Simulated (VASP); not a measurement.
# Lattice vibrations of Selenium

Aim: the phonon dispersion and thermal properties of Selenium. The start is a cell from a database of measured crystal structures.

Method: LDA; plane waves and PAW (Se), in VASP 6.6.1.

Report form: the programs' logs are mostly left out.

**1. The structure**

The structure is trigonal, space group P3_121 (No. 152). The conventional cell has a = 4.366 Å, b = 4.366 Å, c = 4.954 Å, α = 90.00°, β = 90.00°, γ = 120.00°. Nearest to Se lie 2 Se at 2.37 Å.

**2. Relax the host**

Cell and atoms are relaxed first, so that later runs start from this functional's own cell.

INCAR reads:

```
SYSTEM = Se
PREC = Accurate
ENCUT = 350
EDIFF = 1E-06
NELM = 120
ISMEAR = 0
SIGMA = 0.05
LREAL = .FALSE.
ALGO = Normal
GGA = CA
NBANDS = 15
LORBIT = 11
LWAVE = .FALSE.
LCHARG = .FALSE.
KPAR = 4
IBRION = 2
NSW = 40
ISIF = 3
EDIFFG = -0.02
POTIM = 0.4
```

POSCAR reads:

```
Se
1.0
    4.3662000000      0.0000000000      0.0000000000
   -2.1831000000      3.7812401180      0.0000000000
    0.0000000000      0.0000000000      4.9536000000
Se
3
Direct
    0.7746000000      0.7746000000      0.0000000000
    0.0000000000      0.2254000000      0.6666666667
    0.2254000000      0.0000000000      0.3333333333
```

KPOINTS reads:

```
Automatic mesh
0
Gamma
5 5 4
0 0 0
```

Potentials, in the order of the species: Se (LDA family, release 64).

Command:

```bash
$ mpirun -np 4 vasp_std
```

Wall time 35 s (4 MPI ranks of AMD EPYC 7R43, shared host); peak memory 0.43 GiB.

The gap is read on the k-mesh alone, so it is an upper bound where the band edges lie off the mesh. After so large a change of volume the plane waves of the start cell no longer fit, so the final stress carries a basis-set error. The run keeps the 6 symmetry operations of its start, so it cannot find a distortion of lower symmetry.

Relaxation path:

| step | energy less that of the first step (eV) | largest force (eV/Å) | pressure (GPa) | volume (Å³) |
| --- | --- | --- | --- | --- |
| 1 | 0.0000 | 0.2681 | -1.08 | 81.78 |
| 2 | -0.0237 | 0.3138 | -0.70 | 80.05 |
| 3 | -0.0770 | 0.4626 | 0.94 | 74.98 |
| 4 | -0.0307 | 0.7566 | 7.18 | 65.37 |
| 5 | -0.0857 | 0.5963 | 2.55 | 71.94 |
| 6 | -0.0955 | 0.5404 | 2.35 | 71.66 |
| 7 | -0.1197 | 0.3877 | 1.89 | 70.82 |
| 8 | -0.1467 | 0.1416 | 1.24 | 69.12 |
| 9 | -0.1263 | 0.1811 | 1.21 | 65.69 |
| 10 | -0.1505 | 0.0362 | 1.14 | 68.07 |
| 11 | -0.1530 | 0.0137 | 0.66 | 68.62 |
| 12 | -0.1542 | 0.0322 | -0.22 | 69.71 |
| 13 | -0.1544 | 0.0203 | 0.00 | 69.43 |
| 14 | -0.1545 | 0.0175 | 0.00 | 69.41 |
| 15 | -0.1550 | 0.0092 | 0.01 | 69.37 |
| 16 | -0.1553 | 0.0074 | 0.02 | 69.28 |

| conventional cell, symmetrised | before | after | change |
| --- | --- | --- | --- |
| a (Å) | 4.366 | 3.949 | -9.5 % |
| b (Å) | 4.366 | 3.949 | -9.5 % |
| c (Å) | 4.954 | 5.128 | +3.5 % |
| volume (Å³/atom) | 27.26 | 23.09 | -15.3 % |

The atoms that moved most (Å, as changes of fractional coordinates times the final cell):

| atom | dx | dy | dz | length |
| --- | --- | --- | --- | --- |
| Se2 | -0.059 | 0.102 | 0.000 | 0.118 |
| Se1 | -0.059 | -0.102 | 0.000 | 0.118 |
| Se3 | 0.118 | 0.000 | 0.000 | 0.118 |

The relaxed structure:

```
Se
1.0
     3.94942    0.00000    0.00000
    -1.97471    3.42029    0.00000
     0.00000    0.00000    5.12844
Se
3
Cartesian
  1.4706 2.5471 0.0000
  -0.5041 0.8732 3.4190
  1.0083 0.0000 1.7095
```

A gap read on the k-mesh alone can miss the band edges.

Numbers from this step:

| Quantity | Value |
| --- | --- |
| electronic cycles | 106 |
| electrons | 18 |
| free energy (TOTEN) | -12.48 eV |
| Fermi energy | 4.631 eV |
| pressure | 0.01522 GPa |
| labelled metallic, from the levels on this mesh | no |
| gap on the k-mesh | 0.7601 eV |
| least direct gap on the k-mesh | 0.9043 eV |

The run ended after 16 ionic steps, 0.155 eV below its first step, once forces and stress met EDIFFG = -0.02.

An edge changed by 10 % against the database cell.

**3. Relax the host again, on a new basis**

The volume changed by more than 5 %, so the plane waves of the start no longer fit; a second relaxation removes that error.

INCAR: that of step 2 with these lines changed.

```diff
@@ -16,3 +16,3 @@
 IBRION = 2
-NSW = 40
+NSW = 30
 ISIF = 3
```

POSCAR reads:

```
Se
1.0
    3.9494156212      0.0000000000      0.0000000000
   -1.9747078106      3.4202942581      0.0000000000
    0.0000000000      0.0000000000      5.1284436561
Se
3
Direct
    0.7446979312      0.7446979312      0.0000000000
    0.0000000000      0.2553020688      0.6666666667
    0.2553020688      0.0000000000      0.3333333333
```

KPOINTS reads:

```
Automatic mesh
0
Gamma
6 6 4
0 0 0
```

Command:

```bash
$ mpirun -np 4 vasp_std
```

The job ended after 5 s (4 MPI ranks; peak memory 0.4 GiB; 16 s of CPU time).

Little changed from the start: no atom moved by 0.005 Å and no cell edge by 0.1 %.

This step gave:

| Quantity | Value |
| --- | --- |
| electronic cycles | 11 |
| free energy (TOTEN) | -12.47 eV |
| Fermi energy | 4.555 eV |
| pressure | -0.005284 GPa |
| gap on the k-mesh | 0.2670 eV |
| least direct gap on the k-mesh | 0.2670 eV |

The start already met the threshold, so nothing moved.

**4. Tight relaxation**

Force constants are second derivatives, so residual forces and stress must first be far smaller than in an ordinary relaxation. Mesh differs from the relaxation before, which can move the cell too.

INCAR reads:

```
SYSTEM = Se
PREC = Accurate
ENCUT = 350
EDIFF = 1E-08
NELM = 120
ISMEAR = 0
SIGMA = 0.05
LREAL = .FALSE.
ALGO = Fast
GGA = CA
NBANDS = 15
LORBIT = 11
LWAVE = .FALSE.
LCHARG = .FALSE.
KPAR = 4
IBRION = 1
NSW = 30
ISIF = 3
EDIFFG = -0.002
POTIM = 0.4
```

POSCAR is that of step 3.

KPOINTS reads:

```
Automatic mesh
0
Gamma
8 8 5
0 0 0
```

Command:

```bash
$ mpirun -np 4 vasp_std
```

Wall time 19 s (4 MPI ranks); peak memory 0.44 GiB; 72 s of CPU time.

The steps of the relaxation:

| step | energy less that of the first step (eV) | largest force (eV/Å) | pressure (GPa) | volume (Å³) |
| --- | --- | --- | --- | --- |
| 1 | 0.0000 | 0.0211 | -0.02 | 69.28 |
| 2 | -0.0001 | 0.0161 | -0.04 | 69.25 |
| 3 | -0.0001 | 0.0154 | -0.03 | 69.23 |
| 4 | -0.0001 | 0.0079 | -0.02 | 69.14 |
| 5 | -0.0002 | 0.0002 | 0.00 | 69.01 |
| 6 | -0.0002 | 0.0005 | 0.00 | 69.02 |

| conventional cell, symmetrised | before | after | change |
| --- | --- | --- | --- |
| a (Å) | 3.949 | 3.942 | -0.2 % |
| b (Å) | 3.949 | 3.942 | -0.2 % |
| c (Å) | 5.128 | 5.129 | +0.0 % |
| volume (Å³/atom) | 23.09 | 23.01 | -0.4 % |

Final coordinates:

```xyz
3
Lattice="3.9419 0.0000 0.0000 -1.9710 3.4138 0.0000 0.0000 0.0000 5.1291" Properties=species:S:1:pos:R:3 pbc="T T T"
Se    1.4654    2.5382    0.0000
Se   -0.5056    0.8756    3.4194
Se    1.0111    0.0000    1.7097
```

Numbers from this step:

```
electronic cycles              : 44
free energy (TOTEN)            : -12.48 eV
Fermi energy                   : 4.569 eV
pressure                       : -0.004846 GPa
gap on the k-mesh              : 0.8680 eV
least direct gap on the k-mesh : 1.064 eV
```

The run ended after 6 ionic steps, 0.000 eV below its first step, once forces and stress met EDIFFG = -0.002.

**5. Force constants in the supercell**

System of this step: Selenium. The cell holds 54 atoms: 54 Se. Its edges and angles: a = 11.826 Å, b = 11.826 Å, c = 10.258 Å, α = 90.0°, β = 90.0°, γ = 120.0°. It derives from Se (Selenium).

Each independent atom is moved by 0.015 Å both ways; the forces give the force constants out to half the supercell.

INCAR reads:

```
SYSTEM = Se
PREC = Accurate
ENCUT = 350
EDIFF = 1E-07
NELM = 120
ISMEAR = 0
SIGMA = 0.05
LREAL = Auto
ALGO = Fast
GGA = CA
NBANDS = 200
LWAVE = .FALSE.
LCHARG = .FALSE.
KPAR = 4
IBRION = 6
NSW = 1
NFREE = 2
POTIM = 0.015
ISIF = 0
ADDGRID = .TRUE.
```

POSCAR reads:

```
Se
1.0
   11.8257777612      0.0000000000      0.0000000000
   -5.9128888806     10.2414239610      0.0000000000
    0.0000000000      0.0000000000     10.2582754954
Se
54
Direct
    0.2478334763      0.2478334763      0.0000000000
    0.2478334763      0.2478334763      0.5000000000
    0.2478334763      0.5811668096      0.0000000000
    0.2478334763      0.5811668096      0.5000000000
    0.2478334763      0.9145001429      0.0000000000
    0.2478334763      0.9145001429      0.5000000000
    0.5811668096      0.2478334763      0.0000000000
    0.5811668096      0.2478334763      0.5000000000
    0.5811668096      0.5811668096      0.0000000000
    0.5811668096      0.5811668096      0.5000000000
    0.5811668096      0.9145001429      0.0000000000
    0.5811668096      0.9145001429      0.5000000000
    0.9145001429      0.2478334763      0.0000000000
    0.9145001429      0.2478334763      0.5000000000
    0.9145001429      0.5811668096      0.0000000000
    0.9145001429      0.5811668096      0.5000000000
    0.9145001429      0.9145001429      0.0000000000
    0.9145001429      0.9145001429      0.5000000000
    0.0000000000      0.0854998571      0.3333333334
    0.0000000000      0.0854998571      0.8333333333
    0.0000000000      0.4188331904      0.3333333334
    0.0000000000      0.4188331904      0.8333333333
    0.0000000000      0.7521665237      0.3333333334
    0.0000000000      0.7521665237      0.8333333333
    0.3333333333      0.0854998571      0.3333333334
    0.3333333333      0.0854998571      0.8333333333
    0.3333333333      0.4188331904      0.3333333334
    0.3333333333      0.4188331904      0.8333333333
    0.3333333333      0.7521665237      0.3333333334
    0.3333333333      0.7521665237      0.8333333333
    0.6666666667      0.0854998571      0.3333333334
    0.6666666667      0.0854998571      0.8333333333
    0.6666666667      0.4188331904      0.3333333334
    0.6666666667      0.4188331904      0.8333333333
    0.6666666667      0.7521665237      0.3333333334
    0.6666666667      0.7521665237      0.8333333333
    0.0854998571      0.0000000000      0.1666666666
    0.0854998571      0.0000000000      0.6666666666
    0.0854998571      0.3333333333      0.1666666666
    0.0854998571      0.3333333333      0.6666666666
    0.0854998571      0.6666666667      0.1666666666
    0.0854998571      0.6666666667      0.6666666666
    0.4188331904      0.0000000000      0.1666666666
    0.4188331904      0.0000000000      0.6666666666
    0.4188331904      0.3333333333      0.1666666666
    0.4188331904      0.3333333333      0.6666666666
    0.4188331904      0.6666666667      0.1666666666
    0.4188331904      0.6666666667      0.6666666666
    0.7521665237      0.0000000000      0.1666666666
    0.7521665237      0.0000000000      0.6666666666
    0.7521665237      0.3333333333      0.1666666666
    0.7521665237      0.3333333333      0.6666666666
    0.7521665237      0.6666666667      0.1666666666
    0.7521665237      0.6666666667      0.6666666666
```

KPOINTS reads:

```
Automatic mesh
0
Gamma
2 2 2
0 0 0
```

Command:

```bash
$ mpirun -np 4 vasp_std
```

The job ended after 47 min (4 MPI ranks; peak memory 6.8 GiB; 3.2 h of CPU time).

The last energy, forces, stress and levels in OUTCAR belong to the last displaced cell, not to the cell of POSCAR.

This step gave:

- electrons: 324
- lowest frequency: -6.792 cm⁻¹
- highest frequency: 228.9 cm⁻¹
- dynamically stable: yes
- zero point energy: 24.22 meV/atom
- heat capacity 300: 24.02 J/K/mol of atoms
- entropy 300: 39.73 J/K/mol of atoms

No long-range dipole term. The phonon branches at the labelled points (cm⁻¹):

| point | branch 1 | branch 2 | branch 3 | branch 4 | branch 5 | branch 6 | branch 7 | branch 8 | branch 9 |
| --- | --- | --- | --- | --- | --- | --- | --- | --- | --- |
| Γ | 0 | 0 | 0 | 135 | 135 | 136 | 175 | 198 | 198 |
| 0.47 of the way | 41 | 51 | 62 | 125 | 143 | 146 | 192 | 193 | 200 |
| M | 62 | 69 | 84 | 106 | 142 | 142 | 184 | 194 | 219 |
| 0.47 of the way | 60 | 66 | 79 | 105 | 139 | 139 | 182 | 189 | 224 |
| K | 64 | 65 | 65 | 105 | 135 | 135 | 182 | 182 | 229 |
| 0.47 of the way | 44 | 65 | 70 | 117 | 143 | 146 | 190 | 193 | 207 |
| Γ | 0 | 0 | 0 | 135 | 135 | 136 | 175 | 198 | 198 |
| 0.53 of the way | 42 | 48 | 65 | 114 | 125 | 150 | 192 | 199 | 202 |
| A | 53 | 78 | 78 | 110 | 134 | 134 | 203 | 203 | 203 |
| 0.53 of the way | 65 | 67 | 75 | 109 | 132 | 133 | 182 | 196 | 211 |
| L | 64 | 69 | 85 | 114 | 126 | 136 | 170 | 189 | 216 |
| 0.53 of the way | 71 | 75 | 90 | 111 | 130 | 136 | 173 | 191 | 209 |
| H | 78 | 78 | 95 | 107 | 135 | 135 | 175 | 198 | 198 |
| 0.53 of the way | 65 | 67 | 78 | 109 | 133 | 133 | 182 | 197 | 209 |
| A | 53 | 78 | 78 | 110 | 134 | 134 | 203 | 203 | 203 |
| jump to L | 64 | 69 | 85 | 114 | 126 | 136 | 170 | 189 | 216 |
| 0.53 of the way | 63 | 70 | 83 | 112 | 126 | 146 | 177 | 194 | 217 |
| M | 62 | 69 | 84 | 106 | 142 | 142 | 184 | 194 | 219 |
| jump to K | 64 | 65 | 65 | 105 | 135 | 135 | 182 | 182 | 229 |
| 0.47 of the way | 61 | 77 | 80 | 112 | 121 | 143 | 177 | 187 | 219 |
| H | 78 | 78 | 95 | 107 | 135 | 135 | 175 | 198 | 198 |

The phonon density of states by frequency; read off at these points:

frequency (cm⁻¹), phonon density of states (states/cm⁻¹/cell) and a bar:
```
    -15.0      0.000 
    -10.0      0.000 
     -5.0      0.000 
      0.0      0.000 
      5.0      0.000 
     10.0      0.001 
     15.0      0.001 
     20.0      0.002 
     25.0      0.004 #
     30.0      0.005 #
     35.0      0.008 ##
     40.0      0.013 ###
     45.0      0.020 #####
     50.0      0.032 ########
     55.0      0.049 ############
     60.0      0.080 ####################
     62.8      0.089 ######################
     65.0      0.088 ######################
     70.0      0.079 ####################
     75.0      0.081 ####################
     78.8      0.093 #######################
     80.0      0.089 ######################
     85.0      0.038 ##########
     90.0      0.009 ##
     95.0      0.002 
    100.0      0.001 
    105.0      0.020 #####
    110.0      0.060 ###############
    115.0      0.072 ##################
    120.0      0.065 ################
    125.0      0.066 #################
    130.0      0.055 ##############
    135.0      0.056 ##############
    140.0      0.072 ##################
    144.2      0.086 #####################
    145.0      0.084 #####################
    150.0      0.044 ###########
    155.0      0.004 #
    160.0      0.000 
    165.0      0.000 
    170.0      0.014 ###
    175.0      0.045 ###########
    180.0      0.052 #############
    185.0      0.056 ##############
    190.0      0.094 #######################
    193.5      0.120 ##############################
    195.0      0.112 ############################
    200.0      0.055 ##############
    205.0      0.038 #########
    210.0      0.052 #############
    215.0      0.048 ############
    220.0      0.024 ######
    225.0      0.009 ##
    230.0      0.002 
    235.0      0.000 
    240.0      0.000
```

Heat capacity at constant volume against temperature:

| temperature (K) | heat capacity at constant volume (J/K/mol of atoms) |
| --- | --- |
| 0 | 0 |
| 25 | 3.24 |
| 50 | 10.1 |
| 75 | 15.3 |
| 100 | 18.4 |
| 125 | 20.4 |
| 150 | 21.6 |
| 200 | 23.0 |
| 225 | 23.3 |
| 250 | 23.6 |
| 275 | 23.9 |
| 300 | 24.0 |
| 325 | 24.2 |
| 350 | 24.3 |
| 375 | 24.3 |
| 400 | 24.4 |
| 425 | 24.5 |
| 450 | 24.5 |
| 475 | 24.6 |
| 525 | 24.6 |
| 550 | 24.7 |
| 575 | 24.7 |
| 600 | 24.7 |
| 625 | 24.7 |
| 650 | 24.7 |
| 675 | 24.8 |
| 700 | 24.8 |
| 725 | 24.8 |
| 750 | 24.8 |
| 775 | 24.8 |
| 800 | 24.8 |
| 850 | 24.8 |
| 875 | 24.8 |
| 900 | 24.8 |
| 925 | 24.8 |
| 950 | 24.8 |
| 975 | 24.8 |
| 1000 | 24.9 |

Table of vibrational entropy by temperature:

| temperature (K) | vibrational entropy (J/K/mol of atoms) |
| --- | --- |
| 0 | 0 |
| 25 | 1.17 |
| 50 | 5.57 |
| 75 | 10.7 |
| 100 | 15.6 |
| 125 | 19.9 |
| 150 | 23.8 |
| 200 | 30.2 |
| 225 | 32.9 |
| 250 | 35.4 |
| 275 | 37.6 |
| 300 | 39.7 |
| 325 | 41.7 |
| 350 | 43.5 |
| 375 | 45.1 |
| 400 | 46.7 |
| 425 | 48.2 |
| 450 | 49.6 |
| 475 | 50.9 |
| 525 | 53.4 |
| 550 | 54.5 |
| 575 | 55.6 |
| 600 | 56.7 |
| 625 | 57.7 |
| 650 | 58.6 |
| 675 | 59.6 |
| 700 | 60.5 |
| 725 | 61.4 |
| 750 | 62.2 |
| 775 | 63.0 |
| 800 | 63.8 |
| 850 | 65.3 |
| 875 | 66.0 |
| 900 | 66.7 |
| 925 | 67.4 |
| 950 | 68.1 |
| 975 | 68.7 |
| 1000 | 69.3 |

**6. Outcome**

```json
{
 "highest frequency": "229 cm⁻¹",
 "lowest frequency": "-6.79 cm⁻¹",
 "zero point energy": "24.2 meV/atom",
 "heat capacity 300": "24.0 J/K/mol of atoms",
 "entropy 300": "39.7 J/K/mol of atoms"
}
```

What this shows: The spectrum reaches 229 cm⁻¹, and its lowest point lies at -7 cm⁻¹. The lowest point is an imaginary frequency of 7i cm⁻¹ (printed as negative), so small that interpolation and noise in the forces can make it; no clear instability shows in this supercell. Frequencies between the wave vectors that fit the supercell are interpolated. The relaxed cell's volume lies -15.6 % from the database cell's, so the frequencies belong to that other cell.

[Lines on the potential files, build, host, timing and source positions are cut from VASP's logs without a mark.]

[Logs are printed without paths, hosts, clocks, repeated set-up lines and the standing remarks that a program may print on its own settings, such as how far it seeks lower states.]

[Hosts, paths, dates, database ids (printed as entryN), source tags and the programs' standing remarks are cut or masked in the printed files.]

[Runs that stopped without an error message from VASP are left out.]
